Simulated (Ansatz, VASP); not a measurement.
# Two plane-wave programs on ScIr

The input INCAR:

```
PREC = Accurate
ENCUT = 600
EDIFF = 1E-7
ISMEAR = 0
SIGMA = 0.1
LREAL = F
LASPH = T
NELM = 100
ALGO = Normal
ISIF = 3
LWAVE = F
LCHARG = F
GGA = CA
IBRION = 2
NSW = 70
EDIFFG = -0.005
```

File KPOINTS:

```
Automatic mesh
0
Gamma
  14 14 14
```

The input POSCAR:

```
ScIr
1.0
    3.2285633939      0.0000000000      0.0000000000
    0.0000000000      3.2285633939      0.0000000000
    0.0000000000      0.0000000000      3.2285633939
Sc Ir
1 1
Direct
    0.5000000000      0.5000000000      0.5000000000
    0.0000000000      0.0000000000      0.0000000000
```

Input for Ansatz:

```yaml
crystal:
  lattice:
    - [3.2285633939, 0.0, 0.0]
    - [0.0, 3.2285633939, 0.0]
    - [0.0, 0.0, 3.2285633939]
  atoms:
    - { symbol: Sc, position: [0.5, 0.5, 0.5] }
    - { symbol: Ir, position: [0.0, 0.0, 0.0] }
basis:
  ecutwfc: 420
kpoints:
  mp_grid: { grid: [14, 14, 14] }
hamiltonian:
  xc: lda
scf:
  occupations: { method: gaussian, width: 0.1 }
output:
  forces: true
  stress: true
  eigenvalues: true
relax:
  adjacent_minimum: "off"
  f_tol: 0.005
  max_steps: 50
  cell: { stress_tol: 0.05 }
```

Alike in both runs: task relaxation of cell and atoms; functional LDA; k mesh 14 × 14 × 14; occupations gaussian, width 0.1 eV; no spin polarisation.

```csv
,VASP,Ansatz
version,VASP 6.6.1,Ansatz 0.2.0
potentials or method,"VASP PAW LDA potentials, release 64 (Sc_sv, Ir)","scalar-relativistic, plane waves, PAW"
plane-wave cutoff (eV),600,420
valence electrons in the cell,20,28
```

Ansatz gave:

| Property | Result |
| --- | --- |
| gap on the k mesh at the Fermi level, each at its own relaxed structure (eV) | none |
| relaxed volume (Å³/atom) | 15.80 |
| relaxed cell length with the largest relative difference (Å) | 3.162 |
| energy change over the relaxation (meV/atom) | -36 |

Question: Which values does VASP return?

Answer: gap on the k mesh at the Fermi level, each at its own relaxed structure (eV): none; relaxed volume (Å³/atom): 15.89; relaxed cell length with the largest relative difference (Å): 3.168; energy change over the relaxation (meV/atom): -30.

A gap of «none» marks a metal or a gap that the smearing closes. The two sets of potentials don't hold the same shells in valence.

Spin-orbit coupling is left out, which matters for the levels of Ir. Zero-point motion and thermal expansion aren't in these numbers. LDA usually gives volumes a few per cent too small.
